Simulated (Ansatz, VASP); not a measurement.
# Ti2CO2 (Ti2CO2 MXene monolayer) in two plane-wave programs, part 2 of 2

Wanted: the spread between two codes on one cell, functional and k mesh. The structure shown is the start of the Ansatz relaxation below; VASP solves that cell, so the two are compared at the walk's first step.

VASP 6.6.1 and Ansatz 0.2.0.

So far: The structure; Ansatz: relaxation, PBE with D3(BJ).

### 3. VASP: single point, PBE with D3(BJ), start cell

Level of this step: PBE with D3(BJ), zero-moment start; plane waves and PAW (O, Ti_sv, C) (VASP).

The same cell, functional, mesh and smearing now go to VASP, with its own data sets.

Lines of VASP's logs that name or quote its potential files are left out, and so is its time.

Input file INCAR:

```
SYSTEM = Ti2CO2
PREC = Accurate
ENCUT = 520
EDIFF = 1E-06
NELM = 200
ISMEAR = -1
SIGMA = 0.05
LREAL = .FALSE.
ALGO = Normal
GGA = PE
IVDW = 12
NBANDS = 28
ISPIN = 2
MAGMOM = -0 -0 0 0 -0
LASPH = .TRUE.
LMAXMIX = 4
LORBIT = 11
LWAVE = .FALSE.
LCHARG = .FALSE.
ISIF = 2
LDIPOL = .TRUE.
IDIPOL = 3
DIPOL = 0.5 0.5 0.5
LVHAR = .TRUE.
GGA_COMPAT = .FALSE.
NELMDL = -8
KPAR = 2
```

Input file POSCAR:

```
Ti2CO2
1.0
    3.1002400000      0.0000000000      0.0000000000
   -1.5501200000      2.6848870000      0.0000000000
    0.0000000000      0.0000000000     40.2430600000
O Ti C
2 2 1
Direct
    0.3333332092      0.6666664184      0.4423122894
    0.6666666046      0.3333332092      0.5576877106
    0.6666666046      0.3333332092      0.4696029079
    0.3333332092      0.6666664184      0.5303970921
    0.0000000000      0.0000000000      0.5000000000
```

Input file KPOINTS:

```
Automatic mesh
0
Gamma
12 12 1
0 0 0
```

PAW data sets: O, Ti_sv and C (PBE family, release 64).

Command:

```bash
mpirun -np 2 vasp_std
```

Numbers of over 12 decimals in the logs are rounded to 6 here.

The program printed:

```text
[banner, memory and clock lines left out]
running    2 mpi-ranks, on    1 nodes
 distrk:  each k-point on    1 cores,    2 groups
 distr:  one band on    1 cores,    1 groups

 POSCAR found type information on POSCAR O TiC
 POSCAR found :  3 types and       5 ions
 LDA part: xc-table for (Slater+PW92), standard interpolation
 POSCAR, INCAR and KPOINTS ok, starting setup
 FFT: planning ... GRIDC
 FFT: planning ... GRID_SOFT
 FFT: planning ... GRID
 WAVECAR not read
 entering main loop
       N       E                     dE             d eps       ncg     rms          rms(c)
DAV:   1     0.418985629160E+03    0.41899E+03   -0.19378E+04  2648   0.117E+03
DAV:   2     0.154527665178E+02   -0.40353E+03   -0.39340E+03  2796   0.345E+02
DAV:   3    -0.526387981683E+02   -0.68092E+02   -0.66901E+02  3104   0.138E+02
DAV:   4    -0.584644896723E+02   -0.58257E+01   -0.58129E+01  3212   0.391E+01
DAV:   5    -0.588839813249E+02   -0.41949E+00   -0.41944E+00  3124   0.767E+00
DAV:   6    -0.588935824280E+02   -0.96011E-02   -0.96008E-02  3260   0.150E+00
DAV:   7    -0.588938594220E+02   -0.27699E-03   -0.27699E-03  3096   0.205E-01
DAV:   8    -0.588938644149E+02   -0.49929E-05   -0.49929E-05  3380   0.323E-02    0.267E+01
DAV:   9    -0.473877732631E+02    0.11506E+02   -0.10964E+02  2576   0.797E+01    0.185E+01
DAV:  10    -0.457718952208E+02    0.16159E+01   -0.58334E+01  2892   0.499E+01    0.980E+00
DAV:  11    -0.443437153980E+02    0.14282E+01   -0.35553E+00  2780   0.174E+01    0.352E+00
DAV:  12    -0.443786319183E+02   -0.34917E-01   -0.17623E+00  3272   0.917E+00    0.306E+00
DAV:  13    -0.442967073272E+02    0.81925E-01   -0.31161E-01  3076   0.368E+00    0.135E+00
DAV:  14    -0.442845010995E+02    0.12206E-01   -0.20504E-01  2872   0.340E+00    0.624E-01
[...]
DAV:  24    -0.442790991900E+02   -0.44297E-04   -0.37895E-06  1896   0.155E-02    0.988E-04
DAV:  25    -0.442791208888E+02   -0.21699E-04   -0.14418E-06  1716   0.723E-03    0.332E-03
DAV:  26    -0.442791373023E+02   -0.16413E-04   -0.88945E-07  1588   0.654E-03    0.950E-04
DAV:  27    -0.442791433524E+02   -0.60501E-05   -0.40406E-07  1308   0.304E-03    0.710E-04
DAV:  28    -0.442791468302E+02   -0.34777E-05   -0.11251E-07  1268   0.176E-03    0.561E-04
DAV:  29    -0.442791497657E+02   -0.29356E-05   -0.94977E-08  1292   0.108E-03    0.193E-04
DAV:  30    -0.442791508208E+02   -0.10550E-05   -0.32292E-08  1148   0.828E-04    0.234E-04
DAV:  31    -0.442791513755E+02   -0.55466E-06   -0.11444E-08  1148   0.517E-04
   1 F= -.45384707E+02 E0= -.45384347E+02  d E =-.720233E-03  mag=     0.0000
```

Parts of OUTCAR (step 3):

```text
ion  position               nearest neighbor table
   1  0.333  0.667  0.442-   3 2.10   3 2.10   3 2.10
   2  0.667  0.333  0.558-   4 2.10   4 2.10   4 2.10
   3  0.667  0.333  0.470-   1 2.10   1 2.10   1 2.10   5 2.17   5 2.17   5 2.17
   4  0.333  0.667  0.530-   2 2.10   2 2.10   2 2.10   5 2.17   5 2.17   5 2.17
   5  0.000  0.000  0.500-   4 2.17   3 2.17   3 2.17   4 2.17   4 2.17   3 2.17

  LATTYP: Found a hexagonal cell.
 ALAT       =     3.1002400000
 C/A-ratio  =    12.9806273063

 Subroutine GETGRP returns: Found 12 space group operations
 (whereof 12 operations were pure point group operations)

The static configuration has the point symmetry D_3d.

 Found     19 irreducible k-points:

   k-points           NKPTS =     19   k-points in BZ     NKDIM =     19   number of bands    NBANDS=     28

   dimension x,y,z NGX =    24 NGY =   24 NGZ =  300
   dimension x,y,z NGXF=    48 NGYF=   48 NGZF=  600

   ENCUT  =  520.0 eV  38.22 Ry    6.18 a.u.   5.76  5.76 74.83*2*pi/ulx,y,z

   NELECT =      40.0000    total number of electrons

 k-points in reciprocal lattice and weights: Automatic mesh
   0.00000000  0.00000000  0.00000000       0.007
   0.08333333  0.00000000  0.00000000       0.042
   0.16666667  0.00000000  0.00000000       0.042
   0.25000000  0.00000000  0.00000000       0.042
   0.33333333  0.00000000  0.00000000       0.042
   0.41666667  0.00000000  0.00000000       0.042
   0.50000000  0.00000000  0.00000000       0.021
   0.08333333  0.08333333  0.00000000       0.042
   0.16666667  0.08333333  0.00000000       0.083
[...]
0.33333333  0.25000000  0.00000000       0.083
   0.33333333  0.33333333  0.00000000       0.014

 dipolmoment           0.000000      0.000000     -0.000000 electrons x Angstroem

 average (electrostatic) potential at core
       1 -79.9092       2 -79.9092       3 -86.6504       4 -86.6504       5 -58.7975

 E-fermi :  -5.1759

 spin component 1
 k-point     1 :       0.0000    0.0000    0.0000
  band No.  band energies     occupation
    ...
     16      -8.0015      1.00000
     17      -8.0015      1.00000
     18      -5.7361      0.99999
     19      -5.3197      0.94666
     20      -5.3197      0.94666
     21      -4.3940      0.00000
     22      -4.3940      0.00000
     23      -3.6512      0.00000
     24      -3.2111      0.00000
     25      -3.2111      0.00000
    ...

 k-point     2 :       0.0833    0.0000    0.0000
  band No.  band energies     occupation
    ...
     16      -7.9847      1.00000
     17      -7.9035      1.00000
     18      -5.9160      1.00000
     19      -5.6574      0.99993
     20      -5.6437      0.99991
     21      -4.2748      0.00000
     22      -4.0821      0.00000
     23      -3.5472      0.00000
     24      -3.1553      0.00000
     25      -3.1402      0.00000
    ...

 k-point     3 :       0.1667    0.0000    0.0000
  band No.  band energies     occupation
    ...
     16      -7.9510      1.00000
     17      -7.6229      1.00000
     18      -6.9358      1.00000
     19      -6.1478      1.00000
     20      -5.6923      0.99997
     21      -4.4088      0.00000
     22      -3.7132      0.00000
     23      -3.1851      0.00000
     24      -3.0205      0.00000
     25      -2.9117      0.00000
    ...

 k-point     4 :       0.2500    0.0000    0.0000
  band No.  band energies     occupation
    ...
     16      -8.0520      1.00000
     17      -7.9326      1.00000
     18      -7.2956      1.00000
     19      -6.4848      1.00000
     20      -6.0597      1.00000
     21      -4.6115      0.00001
     22      -3.4685      0.00000
     23      -3.0034      0.00000
     24      -2.7652      0.00000
     25      -2.5774      0.00000
    ...

 k-point     5 :       0.3333    0.0000    0.0000
  band No.  band energies     occupation
    ...
     16      -8.3476      1.00000
     17      -7.9242      1.00000
     18      -7.3854      1.00000
     19      -6.5954      1.00000
     20      -6.3607      1.00000
     21      -4.8072      0.00063
     22      -3.2112      0.00000
     23      -3.0514      0.00000
     24      -2.4484      0.00000
     25      -2.4408      0.00000
    ...

 k-point     6 :       0.4167    0.0000    0.0000
  band No.  band energies     occupation
    ...
     16      -8.1710      1.00000
     17      -7.9072      1.00000
     18      -7.7177      1.00000
     19      -6.5571      1.00000
     20      -6.4002      1.00000
     21      -4.9365      0.00826
     22      -3.1453      0.00000
     23      -2.9601      0.00000
     24      -2.5006      0.00000
     25      -2.4220      0.00000
    ...

 Edisp (eV)   -1.10556

  Total      -7.19999    -7.19999    -3.90511     0.00000     0.00000     0.00000
  in kB     -34.43737   -34.43738   -18.67805     0.00000     0.00000     0.00000
  external pressure =      -29.18 kB  Pullay stress =        0.00 kB

  energy-cutoff  :      520.00
  volume of cell :      334.97
      direct lattice vectors                 reciprocal lattice vectors
     3.100240000  0.000000000  0.000000000     0.322555673  0.186227577  0.000000000
    -1.550120000  2.684887000  0.000000000     0.000000000  0.372455154  0.000000000
     0.000000000  0.000000000 40.243060000     0.000000000  0.000000000  0.024849005

 POSITION                                       TOTAL-FORCE (eV/Angst)
 -----------------------------------------------------------------------------------
      0.00000      1.78992     17.80000         0.000000      0.000000      2.696442
      1.55012      0.89496     22.44306        -0.000000     -0.000000     -2.696442
      1.55012      0.89496     18.89826         0.000000     -0.000000     -3.542813
      0.00000      1.78992     21.34480        -0.000000      0.000000      3.542813
      0.00000      0.00000     20.12153         0.000000      0.000000      0.000000
 -----------------------------------------------------------------------------------
    total drift:                               -0.000000      0.002893     -0.000000

  FREE ENERGIE OF THE ION-ELECTRON SYSTEM (eV)
  ---------------------------------------------------
  free  energy   TOTEN  =       -45.3847073395 eV

  energy  without entropy=      -45.3839871067  energy(sigma->0) =      -45.38434722

 vacuum level on the upper side and lower side of the slab         2.253         2.253

 total charge
# of ion       s       p       d       tot
------------------------------------------
    1        1.579   3.341   0.000   4.920
    2        1.579   3.341   0.000   4.920
    3        2.190   6.226   1.764  10.180
    4        2.190   6.226   1.764  10.180
    5        0.888   1.543   0.000   2.431
--------------------------------------------------
tot          8.425  20.677   3.527  32.629

 magnetization (x)
# of ion       s       p       d       tot
------------------------------------------
    1       -0.000  -0.000   0.000  -0.000
    2       -0.000  -0.000   0.000  -0.000
    3        0.000  -0.000   0.000   0.000
    4        0.000  -0.000   0.000   0.000
    5       -0.000  -0.000   0.000  -0.000
--------------------------------------------------
tot          0.000  -0.000   0.000  -0.000

[... 1 further part left out ...]
```

This run allows spin, but its moments start at zero, where symmetry between the spins tends to hold them, although Ti can carry a moment.

### 4. Side by side

Known differences besides the potentials themselves: Ansatz cuts the interaction across the vacuum, VASP repeats the sheet with a dipole correction; the cutoff is 420 eV in Ansatz and 520 eV in VASP. Total energies have different zeros and are not compared.

Forces (eV/Å; atoms numbered as in POSCAR):

| atom | Ansatz x, y, z | VASP x, y, z |
| --- | --- | --- |
| O1 | 0.000, 0.000, 2.738 | 0.000, 0.000, 2.696 |
| O2 | 0.000, 0.000, -2.738 | 0.000, 0.000, -2.696 |
| Ti3 | 0.000, 0.000, -3.565 | 0.000, 0.000, -3.543 |
| Ti4 | 0.000, 0.000, 3.565 | 0.000, 0.000, 3.543 |
| C5 | 0.000, 0.000, 0.000 | 0.000, 0.000, 0.000 |

The forces differ by 17 meV/Å r.m.s., which is 1.1 % of the r.m.s. force of 1.626 eV/Å (both taken over all components). Moments aren't recorded for both runs of this pair, so they may hold unlike magnetic states. With vacuum in the cell, a pressure given here is an average over mostly empty space and none of the material.

### 5. Summary of results

| Quantity | Value |
| --- | --- |
| r.m.s. force difference (single point, PBE with D3(BJ), start cell) | 1.1 % of the r.m.s. force |

In words: The r.m.s. force difference is 1.1 % of the r.m.s. force (single point, PBE with D3(BJ), start cell), within the 3 % picked in this series as the mark of a large difference. 1 further run of this series is not shown here. How closely two codes agree says nothing of how well the functional describes the real material.

[Lines on the potential files, build, host, timing and source positions are cut from VASP's logs without a mark.]

[Logs are printed without paths, hosts, clocks, repeated set-up lines and the standing remarks that a program may print on its own settings, such as how far it seeks lower states.]

[Hosts, paths, dates, database ids (printed as entryN), source tags and the programs' standing remarks are cut or masked in the printed files.]
